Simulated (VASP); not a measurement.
An input for Quantum ESPRESSO's pw.x (written as the equivalent of a VASP run, and not itself run):

```
&CONTROL
  calculation = 'scf'
  pseudo_dir = './pseudo'
  outdir = './out'
  tprnfor = .true.
  tstress = .true.
/
&SYSTEM
  ibrav = 0
  nat = 8
  ntyp = 4
  ecutwfc = 92
  occupations = 'tetrahedra'
  input_dft = 'pbesol'
/
&ELECTRONS
  conv_thr = 7.3e-09
  electron_maxstep = 100
/
ATOMIC_SPECIES
  Cu 63.546 Cu.upf
  Zn 65.380 Zn.upf
  Ge 72.630 Ge.upf
  S 32.060 S.upf
CELL_PARAMETERS angstrom
    -2.6316829    2.6316828    5.2453976
     2.6316829   -2.6316828    5.2453976
     2.6316828    2.6316829   -5.2453976
ATOMIC_POSITIONS crystal
  Cu   1.0000000  1.0000000  1.0000000
  Cu   0.7500000  0.2500000  0.5000000
  Zn   0.2500000  0.7500000  0.5000000
  Ge   0.5000000  0.5000000  1.0000000
  S    0.6302331  0.6206263  0.4977341
  S    0.1228921  0.1324989  0.5022659
  S    0.3793737  0.8771079  0.0096068
  S    0.8675011  0.3697669  0.9903932
K_POINTS automatic
  7 7 7 0 0 0
```

**Question.** Translate this input to VASP (INCAR, KPOINTS, POSCAR, choice of POTCAR).

**Answer.** One answer among several that fit: 
KPOINTS:
```
kpoints
0
gamma
 7 7 7
0 0 0
```

File POSCAR:
```
ZnCu2GeS4
1
   -2.6316828747     2.6316828477     5.2453976056
    2.6316828747    -2.6316828477     5.2453976056
    2.6316828477     2.6316828747    -5.2453976056
Cu Zn Ge S
2 1 1 4
Direct
  1.0000000000   1.0000000000   1.0000000000
  0.7500000000   0.2500000000   0.5000000000
  0.2500000000   0.7500000000   0.5000000000
  0.5000000000   0.5000000000   1.0000000000
  0.6302330932   0.6206262901   0.4977341478
  0.1228921424   0.1324989454   0.5022658522
  0.3793737099   0.8771078576   0.0096068029
  0.8675010546   0.3697669068   0.9903931971
```

**INCAR**
```
# general
SYSTEM  = ZnCu2GeS4
PREC    = Accurate
ENCUT   = 400
LREAL   = .FALSE.
LASPH   = .TRUE.

# electronic loop
EDIFF   = 1E-7
NELM    = 100
ALGO    = Normal
LMAXMIX = 4

# smearing
ISMEAR  = -5

# functional
GGA     = PS

# ions
ISIF    = 2

# output
LWAVE   = .FALSE.
LCHARG  = .TRUE.
LORBIT  = 11
NEDOS   = 601

# other
LEFG    = .TRUE.
```

POTCAR, in this order: Cu Zn Ge_d S (PBE.64 set). Program: vasp_std.

What does not carry over: the potentials are each code's own (VASP's PAW set, PseudoDojo norm-conserving files in pw.x), so ENCUT and ecutwfc are chosen apart and not converted; conv_thr bounds pw.x's estimated SCF error, while EDIFF bounds the energy change between steps; the field gradients of LEFG aren't asked of the other code.

The structure was generated: ZnCu2GeS4 was put into the kesterite type (I-4), which need not be its known phase. It was relaxed first.
